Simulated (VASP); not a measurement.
An input for Quantum ESPRESSO's pw.x (written as the equivalent of a VASP run, and not itself run):

```
&CONTROL
  calculation = 'scf'
  pseudo_dir = './pseudo'
  outdir = './out'
  tprnfor = .true.
  tstress = .true.
/
&SYSTEM
  ibrav = 0
  nat = 2
  ntyp = 2
  ecutwfc = 82.3
  occupations = 'smearing'
  smearing = 'gaussian'
  degauss = 0.003675
  input_dft = 'pbe'
/
&ELECTRONS
  conv_thr = 7.3e-08
  electron_maxstep = 100
/
ATOMIC_SPECIES
  Te 127.600 Te.upf
  Pb 207.200 Pb.upf
CELL_PARAMETERS angstrom
     0.0000000    3.2300000    3.2300000
     3.2300000    0.0000000    3.2300000
     3.2300000    3.2300000    0.0000000
ATOMIC_POSITIONS crystal
  Te   0.5000000  0.5000000  0.5000000
  Pb   0.0000000  0.0000000  0.0000000
K_POINTS automatic
  7 7 7 0 0 0
```

### Question
Write the VASP files for the same calculation (PBE).

### Answer
This is not unique; one that fits is 
KPOINTS:
```
Automatic mesh
0
Gamma
7 7 7
0 0 0
```

### POSCAR
```
PbTe
1
    0.0000000000     3.2300000000     3.2300000000
    3.2300000000     0.0000000000     3.2300000000
    3.2300000000     3.2300000000     0.0000000000
Te Pb
1 1
Direct
  0.5000000000   0.5000000000   0.5000000000
  0.0000000000   0.0000000000   0.0000000000
```

### INCAR
```
! general
SYSTEM  = PbTe
PREC    = Accurate
ENCUT   = 400
LREAL   = .FALSE.
LASPH   = .TRUE.

! electronic loop
EDIFF   = 1E-6
NELM    = 100
ALGO    = Normal
IMIX    = 4
AMIX    = 1.0
BMIX    = 3.0
LMAXMIX = 4

! smearing
ISMEAR  = 0
SIGMA   = 0.05

! functional
GGA     = PE

! ions
ISIF    = 2

! output
LWAVE   = .FALSE.
LCHARG  = .FALSE.
```

POTCAR, in this order: Te Pb_d (PBE.64 set). Program: vasp_std.

What does not carry over: the potentials are each code's own (VASP's PAW set, PseudoDojo norm-conserving files in pw.x), so ENCUT and ecutwfc are chosen apart and not converted; conv_thr bounds pw.x's estimated SCF error, while EDIFF bounds the energy change between steps.

The compound is PbTe in the rock salt structure. The cell was not relaxed at this level. The run is one of a series of settings (AMIX = 1.0, BMIX = 3.0, IMIX = 4 against the base run), some of them coarse on purpose.
